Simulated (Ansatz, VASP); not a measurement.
# BaZrO3 in two plane-wave programs, part 2 of 3

Aim: how closely do two programs agree when they are given the same cell, functional and k mesh? The cell is taken from a series of runs on this material, whose earlier steps may have relaxed, scaled, displaced or heated it; both programs get it as it stands.

VASP 6.6.1 and Ansatz 0.2.0.

So far: Set-up; Ansatz: zone-centre phonons, PBE.

### 3. VASP: zone-centre phonons, PBE

Level of this step: PBE; plane waves and PAW (O, Zr_sv, Ba_sv) (VASP).

The same cell, functional and mesh now go to VASP, with its own data sets.

Lines of VASP's logs that name or quote its potential files are left out, and so is its time.

The input, INCAR:

```
SYSTEM = BaZrO3
PREC = Accurate
ENCUT = 600
EDIFF = 1E-08
NELM = 120
ISMEAR = 0
SIGMA = 0.01
LREAL = .FALSE.
ALGO = Normal
GGA = PE
NBANDS = 26
LASPH = .TRUE.
LORBIT = 11
LWAVE = .FALSE.
LCHARG = .FALSE.
ISIF = 2
IBRION = 8
LEPSILON = .TRUE.
GGA_COMPAT = .FALSE.
EFERMI = MIDGAP
KPAR = 2
```

The input, POSCAR:

```
BaZrO3
1.0
    4.1113329678      0.0000000000      0.0000000000
    0.0000000000      4.1113329678      0.0000000000
    0.0000000000      0.0000000000      4.1113329678
O Zr Ba
3 1 1
Direct
    0.0000000000      0.5000000000      0.5000000000
    0.5000000000      0.0000000000      0.5000000000
    0.5000000000      0.5000000000      0.0000000000
    0.5000000000      0.5000000000      0.5000000000
    0.0000000000      0.0000000000      0.0000000000
```

The input, KPOINTS:

```
Automatic mesh
0
Gamma
8 8 8
0 0 0
```

The projector-augmented-wave data sets are O, Zr_sv and Ba_sv (PBE family, release 64).

Launch:

```bash
> mpirun -np 2 vasp_std
```

The program printed:

```text
[banner, memory and clock lines left out]
running    2 mpi-ranks, on    1 nodes
 distrk:  each k-point on    1 cores,    2 groups
 distr:  one band on    1 cores,    1 groups

 POSCAR found type information on POSCAR O ZrBa
 POSCAR found :  3 types and       5 ions
 LDA part: xc-table for (Slater+PW92), standard interpolation
 POSCAR, INCAR and KPOINTS ok, starting setup
 FFT: planning ... GRIDC
 FFT: planning ... GRID_SOFT
 FFT: planning ... GRID
 WAVECAR not read
 entering main loop
       N       E                     dE             d eps       ncg     rms          rms(c)
DAV:   1     0.347312228913E+03    0.34731E+03   -0.24290E+04  1820   0.170E+03
DAV:   2    -0.261975342499E+02   -0.37351E+03   -0.36295E+03  2266   0.390E+02
DAV:   3    -0.481645463582E+02   -0.21967E+02   -0.21902E+02  2848   0.926E+01
DAV:   4    -0.488434140425E+02   -0.67887E+00   -0.67810E+00  2572   0.126E+01
DAV:   5    -0.488541000666E+02   -0.10686E-01   -0.10685E-01  2572   0.131E+00    0.326E+01
DAV:   6    -0.414169397969E+02    0.74372E+01   -0.39961E+01  2164   0.424E+01    0.146E+01
DAV:   7    -0.414291424061E+02   -0.12203E-01   -0.28413E+00  2626   0.971E+00    0.881E+00
DAV:   8    -0.414245427657E+02    0.45996E-02   -0.29103E-01  2254   0.432E+00    0.693E-01
DAV:   9    -0.414193403012E+02    0.52025E-02   -0.63932E-02  2364   0.146E+00    0.455E-01
DAV:  10    -0.414208129564E+02   -0.14727E-02   -0.13797E-02  2374   0.105E+00    0.223E-01
DAV:  11    -0.414205330346E+02    0.27992E-03   -0.16289E-03  2310   0.349E-01    0.363E-02
DAV:  12    -0.414205764826E+02   -0.43448E-04   -0.15041E-04  2222   0.961E-02    0.341E-02
DAV:  13    -0.414205787826E+02   -0.23000E-05   -0.18184E-05  2680   0.242E-02    0.589E-03
DAV:  14    -0.414205788237E+02   -0.41116E-07   -0.48602E-07  2506   0.451E-03    0.571E-03
DAV:  15    -0.414205787206E+02    0.10307E-06   -0.38205E-06  2020   0.158E-02    0.392E-03
DAV:  16    -0.414205787422E+02   -0.21536E-07   -0.30890E-07  2196   0.381E-03    0.277E-03
DAV:  17    -0.414205786748E+02    0.67395E-07   -0.76263E-08  2326   0.232E-03    0.915E-04
DAV:  18    -0.414205787025E+02   -0.27758E-07   -0.52851E-08  2312   0.150E-03    0.447E-04
DAV:  19    -0.414205787165E+02   -0.13983E-07   -0.65317E-09  1076   0.676E-04    0.174E-04
DAV:  20    -0.414205787142E+02    0.23629E-08   -0.14925E-09  1060   0.306E-04
   1 F= -.41420579E+02 E0= -.41420579E+02  d E =0.000000E+00
 Linear response reoptimize wavefunctions to high precision
DAV:   1    -0.414205787155E+02   -0.13697E-08   -0.40634E-10  1070   0.151E-04
DAV:   2    -0.414205787156E+02   -0.75488E-10   -0.15085E-10  1052   0.693E-05
 Linear response G [H, r] |phi>, progress :
  Direction:   1
       N       E                     dE             d eps       ncg     rms
RMM:   1    -0.139052226999E+03   -0.13905E+03    0.11183E+03  4005   0.157E+02
RMM:   2    -0.134480246089E+03    0.45720E+01   -0.40986E+01  3392   0.305E+01
RMM:   3    -0.135893896834E+03   -0.14137E+01   -0.78968E+00  3925   0.920E+00
RMM:   4    -0.136252112491E+03   -0.35822E+00   -0.13683E+00  4163   0.344E+00
RMM:   5    -0.136320373007E+03   -0.68261E-01   -0.26915E-01  4253   0.136E+00
RMM:   6    -0.136334445669E+03   -0.14073E-01   -0.60690E-02  4282   0.587E-01
RMM:   7    -0.136337357119E+03   -0.29115E-02   -0.82393E-02  4195   0.298E-01
RMM:   8    -0.136338340246E+03   -0.98313E-03   -0.80774E-02  4209   0.166E-01
RMM:   9    -0.136338681512E+03   -0.34127E-03   -0.46642E-02  4177   0.102E-01
RMM:  10    -0.136338790819E+03   -0.10931E-03   -0.28445E-02  4125   0.669E-02
RMM:  11    -0.136338932087E+03   -0.14127E-03   -0.22500E-02  4045   0.449E-02
RMM:  12    -0.136338948381E+03   -0.16294E-04   -0.15286E-02  3949   0.317E-02
RMM:  13    -0.136339036217E+03   -0.87835E-04   -0.11674E-02  3879   0.224E-02
RMM:  14    -0.136339023945E+03    0.12271E-04   -0.94065E-03  3836   0.169E-02
RMM:  15    -0.136339027098E+03   -0.31521E-05   -0.44945E-03  3810   0.130E-02
RMM:  16    -0.136339012307E+03    0.14790E-04   -0.35818E-03  3762   0.106E-02
RMM:  17    -0.136339042354E+03   -0.30046E-04   -0.25343E-03  3696   0.880E-03
RMM:  18    -0.136339027319E+03    0.15035E-04   -0.17243E-03  3642   0.767E-03
RMM:  19    -0.136339038382E+03   -0.11062E-04   -0.14419E-03  3584   0.686E-03
RMM:  20    -0.136339024726E+03    0.13656E-04   -0.93523E-04  3544   0.632E-03
RMM:  21    -0.136339039092E+03   -0.14367E-04   -0.38384E-04  3490   0.594E-03
RMM:  22    -0.136339026148E+03    0.12944E-04   -0.78493E-04  3474   0.570E-03
RMM:  23    -0.136339038629E+03   -0.12481E-04   -0.18313E-04  3423   0.553E-03
RMM:  24    -0.136339026062E+03    0.12567E-04   -0.37747E-04  3350   0.543E-03
 Linear response G [H, r] |phi>, progress :
  Direction:   2
       N       E                     dE             d eps       ncg     rms
RMM:   1    -0.154782693816E+03   -0.15478E+03    0.99726E+02  4046   0.158E+02
RMM:   2    -0.152502751271E+03    0.22799E+01   -0.56279E+01  3360   0.322E+01
[...]
RMM:  25    -0.800326900037E+00    0.68800E-07   -0.50406E-07  5460   0.408E-04    0.105E-05
RMM:  26    -0.800326968617E+00   -0.68580E-07   -0.40597E-07  5188   0.402E-04    0.116E-05
RMM:  27    -0.800327019870E+00   -0.51252E-07   -0.40816E-07  5033   0.398E-04    0.842E-06
[...]
RMM:   2    -0.368020173725E+00    0.91570E-02   -0.10838E-02 11240   0.389E-01    0.126E-01
RMM:   3    -0.369485693277E+00   -0.14655E-02   -0.19054E-03 11184   0.156E-01    0.642E-02
RMM:   4    -0.371261568571E+00   -0.17759E-02   -0.79244E-04 11329   0.120E-01    0.183E-02
RMM:   5    -0.371349174740E+00   -0.87606E-04   -0.13748E-04 13245   0.369E-02    0.535E-03
RMM:   6    -0.371382672805E+00   -0.33498E-04   -0.20387E-05 14307   0.133E-02    0.177E-03
RMM:   7    -0.371373955008E+00    0.87178E-05    0.14769E-06 14312   0.582E-03    0.636E-04
RMM:   8    -0.371375177693E+00   -0.12227E-05    0.11856E-05 15069   0.296E-03    0.332E-04
RMM:   9    -0.371375036973E+00    0.14072E-06    0.27646E-06 14645   0.175E-03    0.145E-04
RMM:  10    -0.371375418940E+00   -0.38197E-06    0.81143E-06 15306   0.111E-03    0.564E-05
RMM:  11    -0.371375725082E+00   -0.30614E-06    0.20259E-06 15145   0.737E-04    0.327E-05
RMM:  12    -0.371376182332E+00   -0.45725E-06    0.37322E-06 15255   0.531E-04    0.200E-05
RMM:  13    -0.371376205081E+00   -0.22749E-07    0.11236E-06 15608   0.381E-04    0.173E-05
RMM:  14    -0.371376485933E+00   -0.28085E-06    0.18000E-06 14810   0.302E-04    0.970E-06
[...]
RMM:  18    -0.371376519327E+00    0.57466E-07    0.57296E-07 14456   0.153E-04    0.281E-06
RMM:  19    -0.371376541745E+00   -0.22418E-07    0.78883E-08 14430   0.139E-04    0.277E-06
RMM:  20    -0.371376515116E+00    0.26628E-07    0.34332E-07 13998   0.129E-04    0.457E-06
RMM:  21    -0.371376529657E+00   -0.14541E-07   -0.21263E-08 13660   0.123E-04    0.482E-06
RMM:  22    -0.371376529475E+00    0.18129E-09    0.21911E-07 12810   0.118E-04    0.449E-06
RMM:  23    -0.371376554903E+00   -0.25427E-07   -0.45190E-08 13829   0.116E-04    0.322E-06
RMM:  24    -0.371376574200E+00   -0.19297E-07    0.15207E-07 13931   0.114E-04    0.185E-06
RMM:  25    -0.371376575274E+00   -0.10736E-08   -0.64167E-08 11906   0.112E-04    0.178E-06
 first order change of Fermi-energy   0.98037E-04
 force on displaced ion       1 direction 2 :   0.000  -2.387   0.000
 Born effective charge ion    1 direction 2 :   0.000  -2.040   0.000
 Linear response progress:
  Degree of freedom:   3/  4
       N       E                     dE             d eps       ncg     rms          rms(c)
RMM:   1    -0.761003784488E+00   -0.76100E+00    0.23223E+00  5367   0.961E+00
RMM:   2    -0.716331751065E+00    0.44672E-01   -0.16977E-01  6256   0.181E+00    0.243E-01
RMM:   3    -0.719515209042E+00   -0.31835E-02   -0.35592E-02  7304   0.549E-01    0.964E-02
RMM:   4    -0.721617015573E+00   -0.21018E-02   -0.86353E-03  8193   0.223E-01    0.441E-02
RMM:   5    -0.721733735246E+00   -0.11672E-03   -0.67441E-04  8380   0.779E-02    0.213E-02
RMM:   6    -0.721603658016E+00    0.13008E-03   -0.12464E-04  8254   0.384E-02    0.188E-03
RMM:   7    -0.721601333848E+00    0.23242E-05   -0.32819E-05  8651   0.166E-02    0.160E-03
RMM:   8    -0.721604881367E+00   -0.35475E-05   -0.16351E-05  9032   0.825E-03    0.929E-04
RMM:   9    -0.721610210673E+00   -0.53293E-05   -0.75402E-06  9047   0.473E-03    0.355E-04
RMM:  10    -0.721614584374E+00   -0.43737E-05   -0.16307E-06  8895   0.315E-03    0.719E-05
RMM:  11    -0.721615645456E+00   -0.10611E-05   -0.91626E-07  9312   0.213E-03    0.106E-04
RMM:  12    -0.721616507777E+00   -0.86232E-06   -0.69682E-07  9319   0.158E-03    0.997E-05
RMM:  13    -0.721616794199E+00   -0.28642E-06   -0.24692E-07  9453   0.123E-03    0.114E-04
RMM:  14    -0.721615835459E+00    0.95874E-06   -0.84631E-08  8629   0.104E-03    0.167E-04
[...]
RMM:  22    -0.721623465164E+00    0.50673E-08   -0.22882E-07  9053   0.352E-04    0.225E-05
RMM:  23    -0.721623511044E+00   -0.45881E-07   -0.12042E-07  9034   0.323E-04    0.271E-05
RMM:  24    -0.721623540633E+00   -0.29588E-07   -0.16845E-07  8821   0.298E-04    0.325E-05
RMM:  25    -0.721623518310E+00    0.22322E-07   -0.15047E-07  8566   0.277E-04    0.385E-05
RMM:  26    -0.721623562998E+00   -0.44688E-07   -0.16387E-07  8590   0.259E-04    0.418E-05
RMM:  27    -0.721623426653E+00    0.13634E-06   -0.12732E-07  8982   0.246E-04    0.504E-05
RMM:  28    -0.721623316887E+00    0.10977E-06   -0.11351E-07  9205   0.233E-04    0.579E-05
RMM:  29    -0.721623308345E+00    0.85414E-08   -0.95091E-08  8684   0.220E-04    0.614E-05
 first order change of Fermi-energy   0.12317E-03
 force on displaced ion       4 direction 1 : -11.961   0.000  -0.000
 Born effective charge ion    4 direction 1 :   6.129   0.000   0.000
 Linear response progress:
  Degree of freedom:   4/  4
       N       E                     dE             d eps       ncg     rms          rms(c)
RMM:   1    -0.197722453331E+00   -0.19772E+00    0.11665E-01  8167   0.170E+00
RMM:   2    -0.202420964595E+00   -0.46985E-02   -0.28136E-02  6829   0.402E-01    0.877E-02
RMM:   3    -0.202862742535E+00   -0.44178E-03   -0.19139E-03  7520   0.135E-01    0.600E-02
RMM:   4    -0.203324745954E+00   -0.46200E-03   -0.28856E-04  7376   0.829E-02    0.134E-02
RMM:   5    -0.203451640614E+00   -0.12689E-03   -0.65953E-05  8323   0.266E-02    0.732E-03
RMM:   6    -0.203551878253E+00   -0.10024E-03   -0.10213E-05  8450   0.127E-02    0.165E-03
RMM:   7    -0.203559858621E+00   -0.79804E-05   -0.24232E-06  8535   0.522E-03    0.991E-04
RMM:   8    -0.203571812295E+00   -0.11954E-04   -0.63390E-07  8588   0.279E-03    0.156E-04
RMM:   9    -0.203571758364E+00    0.53931E-07   -0.11182E-07  8936   0.142E-03    0.157E-04
RMM:  10    -0.203571701829E+00    0.56534E-07   -0.35441E-07  8772   0.866E-04    0.466E-05
RMM:  11    -0.203572067094E+00   -0.36526E-06   -0.41717E-08  9154   0.544E-04    0.381E-05
RMM:  12    -0.203572421604E+00   -0.35451E-06   -0.11194E-07  8912   0.388E-04    0.110E-05
RMM:  13    -0.203572444046E+00   -0.22442E-07   -0.91165E-08  9277   0.289E-04    0.747E-06
RMM:  14    -0.203572485852E+00   -0.41806E-07   -0.58739E-08  9113   0.227E-04    0.456E-06
RMM:  15    -0.203572520550E+00   -0.34698E-07   -0.23349E-08  9200   0.189E-04    0.299E-06
RMM:  16    -0.203572492193E+00    0.28357E-07   -0.34899E-08  8970   0.162E-04    0.457E-06
RMM:  17    -0.203572497380E+00   -0.51874E-08   -0.29383E-08  8408   0.145E-04    0.431E-06
 first order change of Fermi-energy  -0.24249E-03
 force on displaced ion       5 direction 1 :  -5.215  -0.000   0.000
 Born effective charge ion    5 direction 1 :   2.766   0.000   0.000
 Born effective charges drift removed
 Linear response finished
```

(Continued in part 3 of 3.)

[Lines on the potential files, build, host, timing and source positions are cut from VASP's logs without a mark.]

[Logs are printed without paths, hosts, clocks, repeated set-up lines and the standing remarks that a program may print on its own settings, such as how far it seeks lower states.]

[Hosts, paths, dates, database ids (printed as entryN), source tags and the programs' standing remarks are cut or masked in the printed files.]
